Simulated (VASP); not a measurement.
OSZICAR of a VASP run on TiB$_{2}$ (AlB2 type):

### OSZICAR
```
       N       E                     dE             d eps       ncg     rms          rms(c)
DAV:   1     0.133034403214E+03    0.13303E+03   -0.93403E+03  2470   0.159E+03
DAV:   2    -0.152329942256E+02   -0.14827E+03   -0.14451E+03  2520   0.395E+02
DAV:   3    -0.247321213796E+02   -0.94991E+01   -0.93902E+01  3527   0.958E+01
DAV:   4    -0.251039408107E+02   -0.37182E+00   -0.37107E+00  3155   0.169E+01
DAV:   5    -0.251161701014E+02   -0.12229E-01   -0.12225E-01  3601   0.259E+00    0.170E+01
DAV:   6    -0.198467978051E+02    0.52694E+01   -0.27064E+01  3276   0.600E+01    0.398E+00
DAV:   7    -0.198677406805E+02   -0.20943E-01   -0.18743E+00  2753   0.168E+01    0.352E+00
DAV:   8    -0.198763655333E+02   -0.86249E-02   -0.16316E-01  3454   0.373E+00    0.813E-01
DAV:   9    -0.198727042289E+02    0.36613E-02   -0.66476E-02  3253   0.360E+00    0.371E-01
DAV:  10    -0.198716758417E+02    0.10284E-02   -0.52666E-03  3147   0.101E+00    0.609E-02
DAV:  11    -0.198716741555E+02    0.16862E-05   -0.45667E-04  3470   0.273E-01    0.389E-02
DAV:  12    -0.198716668273E+02    0.73282E-05   -0.48570E-05  3019   0.944E-02    0.922E-03
DAV:  13    -0.198716670735E+02   -0.24618E-06   -0.92117E-06  3222   0.415E-02    0.338E-03
DAV:  14    -0.198716666965E+02    0.37703E-06   -0.41833E-07  2788   0.850E-03    0.872E-04
DAV:  15    -0.198716668545E+02   -0.15802E-06   -0.78429E-08  1426   0.313E-03    0.235E-04
DAV:  16    -0.198716668871E+02   -0.32656E-07   -0.22832E-08  1285   0.139E-03
   1 F= -.19871667E+02 E0= -.19871685E+02  d E =-.198717E+02
       N       E                     dE             d eps       ncg     rms          rms(c)
DAV:   1    -0.198727704579E+02   -0.11036E-02   -0.45435E-02  2660   0.347E+00    0.216E-01
DAV:   2    -0.198722612328E+02    0.50923E-03   -0.24911E-03  2500   0.527E-01    0.125E-01
DAV:   3    -0.198720253091E+02    0.23592E-03   -0.28524E-04  2847   0.230E-01    0.376E-02
DAV:   4    -0.198720015956E+02    0.23713E-04   -0.54170E-05  2974   0.927E-02    0.574E-03
DAV:   5    -0.198720010087E+02    0.58689E-06   -0.45808E-06  2638   0.263E-02    0.261E-03
DAV:   6    -0.198720010013E+02    0.74367E-08   -0.18258E-07  2035   0.571E-03
   2 F= -.19872001E+02 E0= -.19871988E+02  d E =-.334114E-03
```

Task: Which electronic solver shows in the log?

Result: It is blocked Davidson (ALGO = Normal, or the opening steps of other solvers). The INCAR had ALGO = Normal.

Task: Can the final energy be trusted as converged?

Result: Self-consistency was reached. It stopped with EDIFF = 1E-7, NELM = 100, NSW = 30 and EDIFFG = -0.01 after 2 ionic steps (optB88-vdW, plane waves, VASP's PBE PAW potentials (set 64)).

The compound is TiB2 in the AlB2 type structure. This cell is one point of a volume scan, at 0.97 of the reference volume. Symmetry was kept, so distortions that lower it aren't found.
